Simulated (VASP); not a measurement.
Relaxed, unreconstructed slabs of NiSi2 (fluorite). Method: PBEsol GGA, VASP's PBE PAW potentials (set 64) (plane waves; VASP).

Slab and bulk use different k-meshes, so the surface energy is good to a few per cent at best.

Task: Order the faces (111) [9 atoms], (110) [18 atoms] by surface energy, lowest first.

Result: (111) [9 atoms] (1.21 J/m²), (110) [18 atoms] (1.33 J/m²)

Task: And what are their work functions?

Result: (111) [9 atoms] 4.56 eV, (110) [18 atoms] 4.61 eV.

Runs of the series that failed, ran out of time, didn't relax or are held back are left out, and each face is given by its thickest slab.

The cell is a thin slab with vacuum, built from NiSi2 (fluorite).
